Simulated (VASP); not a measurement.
These are r2SCAN meta-GGA, VASP's PBE PAW potentials (set 64) (plane waves; VASP) values and carry that method's errors.

A VASP calculation is set up with these files.

**INCAR**
```
SYSTEM  =  Si
METAGGA  =  R2SCAN
LASPH  =  .TRUE.   ! aspherical one-centre terms
ALGO  =  Normal
EDIFF  =  1E-6   ! SCF stop (eV)
SIGMA  =  0.1   ! width (eV)
LREAL  =  .FALSE.   ! projection in real space or not
ENCUT  =  400
NELM  =  100   ! most electronic steps
ISIF  =  4   ! ions and shape, fixed volume
LWAVE  =  .FALSE.
LCHARG  =  .FALSE.
EDIFFG  =  -0.02   ! ionic stop
IBRION  =  2   ! conjugate gradients
ISMEAR  =  1   ! Methfessel-Paxton
LMIXTAU  =  .TRUE.
PREC  =  Accurate
NSW  =  60   ! most ionic steps
```

**KPOINTS**
```
Automatic mesh
0
Gamma
8 8 1
0 0 0
```

File POSCAR:
```
Si
1.0
  3.3906409156   0.0000000000   0.0000000000
  0.0000000000   3.6626785800   0.0000000000
  0.0000000000   0.0000000000  21.0986068704
Si
4
Cart
  1.6948059643   0.0000000000  11.7564052253
  0.0005144935   1.8313392900  11.7564052253
  1.6958349513   0.0000000000   9.3422016451
  3.3901264221   1.8313392900   9.3422016451
```

POTCAR, in this order: Si (PBE.64 set). Program: vasp_std.

The run wrote:

File OSZICAR:
```
...
DAV:  33    -0.321299807816E+02   -0.15171E-03   -0.28178E-05   608   0.700E-02    0.204E-03
DAV:  34    -0.321300372846E+02   -0.56503E-04   -0.57022E-06   608   0.348E-02    0.144E-03
DAV:  35    -0.321300945182E+02   -0.57234E-04   -0.21473E-05   608   0.641E-02    0.815E-04
DAV:  36    -0.321301935805E+02   -0.99062E-04   -0.86799E-06   608   0.379E-02    0.733E-04
DAV:  37    -0.321302534370E+02   -0.59856E-04   -0.65210E-06   608   0.357E-02    0.683E-04
DAV:  38    -0.321301506593E+02    0.10278E-03   -0.26736E-05   608   0.616E-02    0.957E-04
DAV:  39    -0.321304342672E+02   -0.28361E-03   -0.20764E-05   608   0.580E-02    0.913E-04
DAV:  40    -0.321304797689E+02   -0.45502E-04   -0.11574E-05   608   0.477E-02    0.106E-03
DAV:  41    -0.321305568348E+02   -0.77066E-04   -0.18607E-05   608   0.540E-02    0.860E-04
DAV:  42    -0.321306162022E+02   -0.59367E-04   -0.13277E-05   608   0.417E-02    0.647E-04
DAV:  43    -0.321306781932E+02   -0.61991E-04   -0.91492E-06   608   0.290E-02    0.355E-04
DAV:  44    -0.321306760206E+02    0.21726E-05   -0.73663E-07   496   0.776E-03    0.217E-04
DAV:  45    -0.321306668196E+02    0.92010E-05   -0.21705E-06   568   0.133E-02    0.335E-04
DAV:  46    -0.321306781459E+02   -0.11326E-04   -0.13241E-06   520   0.114E-02    0.290E-04
DAV:  47    -0.321306782664E+02   -0.12054E-06   -0.75868E-08   452   0.331E-03
   1 F= -.32130678E+02 E0= -.32131128E+02  d E =-.321307E+02
       N       E                     dE             d eps       ncg     rms          rms(c)
DAV:   1    -0.321548862143E+02   -0.24208E-01   -0.24479E-01   664   0.335E+00    0.357E-01
DAV:   2    -0.321512984788E+02    0.35877E-02   -0.12482E-02   656   0.760E-01    0.193E-01
DAV:   3    -0.321505268628E+02    0.77162E-03   -0.38674E-03   712   0.432E-01    0.418E-02
DAV:   4    -0.321506001441E+02   -0.73281E-04   -0.54129E-04   632   0.200E-01    0.235E-02
DAV:   5    -0.321509115799E+02   -0.31144E-03   -0.47274E-04   624   0.173E-01    0.171E-02
DAV:   6    -0.321509862783E+02   -0.74698E-04   -0.14935E-04   632   0.110E-01    0.592E-03
DAV:   7    -0.321508505447E+02    0.13573E-03   -0.16603E-04   608   0.109E-01    0.734E-03
DAV:   8    -0.321511456376E+02   -0.29509E-03   -0.76344E-05   608   0.882E-02    0.243E-03
DAV:   9    -0.321511771665E+02   -0.31529E-04   -0.18762E-05   668   0.380E-02    0.253E-03
DAV:  10    -0.321511772202E+02   -0.53738E-07   -0.12788E-05   624   0.329E-02    0.190E-03
DAV:  11    -0.321512257624E+02   -0.48542E-04   -0.80476E-06   612   0.313E-02    0.956E-04
DAV:  12    -0.321512235471E+02    0.22153E-05   -0.37088E-06   616   0.218E-02    0.424E-04
DAV:  13    -0.321512299248E+02   -0.63777E-05   -0.23730E-06   592   0.170E-02    0.449E-04
DAV:  14    -0.321512325706E+02   -0.26458E-05   -0.64034E-07   408   0.100E-02    0.165E-04
DAV:  15    -0.321512324289E+02    0.14174E-06   -0.49361E-07   408   0.698E-03
   2 F= -.32151232E+02 E0= -.32150300E+02  d E =-.205542E-01
       N       E                     dE             d eps       ncg     rms          rms(c)
DAV:   1    -0.321538734391E+02   -0.26409E-02   -0.31228E-02   664   0.122E+00    0.115E-01
DAV:   2    -0.321535188692E+02    0.35457E-03   -0.15780E-03   656   0.270E-01    0.634E-02
DAV:   3    -0.321534149852E+02    0.10388E-03   -0.41327E-04   720   0.144E-01    0.148E-02
DAV:   4    -0.321534391927E+02   -0.24208E-04   -0.61605E-05   704   0.671E-02    0.761E-03
DAV:   5    -0.321534461829E+02   -0.69901E-05   -0.47558E-05   616   0.580E-02    0.455E-03
DAV:   6    -0.321534798620E+02   -0.33679E-04   -0.21849E-05   616   0.426E-02    0.200E-03
DAV:   7    -0.321534554016E+02    0.24460E-04   -0.23313E-05   616   0.414E-02    0.238E-03
DAV:   8    -0.321535109753E+02   -0.55574E-04   -0.13952E-05   620   0.339E-02    0.814E-04
DAV:   9    -0.321535217621E+02   -0.10787E-04   -0.32051E-06   640   0.170E-02    0.711E-04
DAV:  10    -0.321535245639E+02   -0.28018E-05   -0.17255E-06   600   0.116E-02    0.596E-04
DAV:  11    -0.321535323665E+02   -0.78026E-05   -0.10485E-06   472   0.108E-02    0.229E-04
DAV:  12    -0.321535338166E+02   -0.14501E-05   -0.47680E-07   412   0.786E-03    0.125E-04
DAV:  13    -0.321535337593E+02    0.57345E-07   -0.28618E-07   420   0.614E-03
   3 F= -.32153534E+02 E0= -.32153531E+02  d E =-.228555E-01
       N       E                     dE             d eps       ncg     rms          rms(c)
DAV:   1    -0.321535600918E+02   -0.26275E-04   -0.74182E-04   668   0.189E-01    0.149E-02
DAV:   2    -0.321535558127E+02    0.42791E-05   -0.36466E-05   656   0.410E-02    0.831E-03
DAV:   3    -0.321535526115E+02    0.32012E-05   -0.73280E-06   708   0.207E-02    0.255E-03
DAV:   4    -0.321535515688E+02    0.10427E-05   -0.10494E-06   408   0.108E-02    0.111E-03
DAV:   5    -0.321535539393E+02   -0.23705E-05   -0.11872E-06   416   0.107E-02    0.584E-04
DAV:   6    -0.321535545293E+02   -0.58999E-06   -0.76884E-07   408   0.887E-03
   4 F= -.32153555E+02 E0= -.32153475E+02  d E =-.228763E-01
       N       E                     dE             d eps       ncg     rms          rms(c)
DAV:   1    -0.321535674017E+02   -0.13462E-04   -0.16057E-04   668   0.876E-02    0.703E-03
DAV:   2    -0.321535671823E+02    0.21932E-06   -0.82892E-06   632   0.201E-02
   5 F= -.32153567E+02 E0= -.32153530E+02  d E =-.228889E-01
       N       E                     dE             d eps       ncg     rms          rms(c)
DAV:   1    -0.321541135417E+02   -0.54614E-03   -0.70522E-02   636   0.165E+00    0.155E-01
DAV:   2    -0.321533825049E+02    0.73104E-03   -0.42529E-03   680   0.440E-01    0.756E-02
DAV:   3    -0.321536148266E+02   -0.23232E-03   -0.64866E-04   760   0.200E-01    0.263E-02
DAV:   4    -0.321536945682E+02   -0.79742E-04   -0.16111E-04   632   0.104E-01    0.131E-02
DAV:   5    -0.321534028959E+02    0.29167E-03   -0.26832E-04   608   0.149E-01    0.659E-03
DAV:   6    -0.321536854548E+02   -0.28256E-03   -0.20285E-04   608   0.133E-01    0.340E-03
DAV:   7    -0.321537223399E+02   -0.36885E-04   -0.25633E-05   628   0.449E-02    0.271E-03
DAV:   8    -0.321537387212E+02   -0.16381E-04   -0.17393E-05   640   0.459E-02    0.196E-03
DAV:   9    -0.321537787850E+02   -0.40064E-04   -0.71336E-06   624   0.303E-02    0.106E-03
DAV:  10    -0.321537962788E+02   -0.17494E-04   -0.53392E-06   676   0.184E-02    0.646E-04
DAV:  11    -0.321538016296E+02   -0.53508E-05   -0.25542E-06   600   0.168E-02    0.510E-04
DAV:  12    -0.321538083753E+02   -0.67458E-05   -0.14243E-06   512   0.150E-02    0.256E-04
DAV:  13    -0.321538106334E+02   -0.22580E-05   -0.23933E-07   436   0.537E-03    0.240E-04
DAV:  14    -0.321538110376E+02   -0.40421E-06   -0.13823E-07   412   0.462E-03
   6 F= -.32153811E+02 E0= -.32153910E+02  d E =-.243855E-03
       N       E                     dE             d eps       ncg     rms          rms(c)
DAV:   1    -0.321545394924E+02   -0.72886E-03   -0.15726E-02   632   0.779E-01    0.772E-02
DAV:   2    -0.321544274935E+02    0.11200E-03   -0.92479E-04   708   0.202E-01    0.384E-02
DAV:   3    -0.321544027167E+02    0.24777E-04   -0.12970E-04   764   0.844E-02    0.138E-02
DAV:   4    -0.321543444203E+02    0.58296E-04   -0.42655E-05   680   0.490E-02    0.660E-03
DAV:   5    -0.321543904418E+02   -0.46021E-04   -0.39679E-05   612   0.499E-02    0.320E-03
DAV:   6    -0.321543994366E+02   -0.89948E-05   -0.16067E-05   608   0.343E-02    0.171E-03
DAV:   7    -0.321543899641E+02    0.94725E-05   -0.77359E-06   608   0.248E-02    0.165E-03
DAV:   8    -0.321544212434E+02   -0.31279E-04   -0.85824E-06   608   0.296E-02    0.102E-03
DAV:   9    -0.321544323533E+02   -0.11110E-04   -0.34840E-06   620   0.211E-02    0.445E-04
DAV:  10    -0.321544340622E+02   -0.17089E-05   -0.15371E-06   592   0.113E-02    0.357E-04
DAV:  11    -0.321544377054E+02   -0.36433E-05   -0.60418E-07   420   0.852E-03    0.189E-04
DAV:  12    -0.321544380190E+02   -0.31353E-06   -0.22972E-07   420   0.605E-03
   7 F= -.32154438E+02 E0= -.32154683E+02  d E =-.870837E-03
```

OUTCAR:
```
------------------------ aborting loop because EDIFF is reached ----------------------------------------
  FORCE on cell =-STRESS in cart. coord.  units (eV):
  Direction    XX          YY          ZZ          XY          YZ          ZX
  --------------------------------------------------------------------------------------
  Total        0.1123151      0.1874520      0.0838334      0.0000000      0.0000000     -0.0000000
  in kB        0.6867750      1.1462157      0.5126175      0.0000000      0.0000000     -0.0000000
  external PRESSURE =       0.7818694 kB  Pullay stress =       0.0000000 kB
  volume of cell :      262.02
      direct lattice vectors                 reciprocal lattice vectors
     3.472783853  0.000000000  0.000000000     0.287953424  0.000000000  0.000000000
     0.000000000  3.591052758  0.000000000     0.000000000  0.278469872  0.000000000
    -0.000000000  0.000000000 21.010425511     0.000000000  0.000000000  0.047595419
 POSITION                                       TOTAL-FORCE (eV/Angst)
 -----------------------------------------------------------------------------------
      1.73607      0.00000     11.70629         0.001382      0.000000      0.018681
      0.00032      1.79553     11.70629        -0.001382      0.000000      0.018681
      1.73671      0.00000      9.30414        -0.001382      0.000000     -0.018681
      3.47246      1.79553      9.30414         0.001382      0.000000     -0.018681
 -----------------------------------------------------------------------------------
    total drift:                                0.000000     -0.000000     -0.000000
  FREE ENERGIE OF THE ION-ELECTRON SYSTEM (eV)
  ---------------------------------------------------
  free  energy   TOTEN  =       -32.1544380190 eV

  energy  without entropy=      -32.1551736884  energy(sigma->0) =      -32.15468324

 reached required accuracy - stopping structural energy minimisation
```
(Selected blocks of OUTCAR.)

**CONTCAR**
```
Si
   1.00000000000000
     3.4727838530076474    0.0000000000000000    0.0000000000000000
     0.0000000000000000    3.5910527575014255    0.0000000000000000
    -0.0000000000000000    0.0000000000000000   21.0104255105415270
  Si
     4
Direct
     0.4999080186811676    0.0000000000000000    0.5571657770765341
     0.0000919813188324    0.5000000000000000    0.5571657770765341
     0.5000919813188324    0.0000000000000000    0.4428342229234659
     0.9999080186811676    0.5000000000000000    0.4428342229234659
```

The cell holds a wide vacuum, so values per volume refer to the whole cell.

The cell is a sheet with vacuum, built from a generated structure.
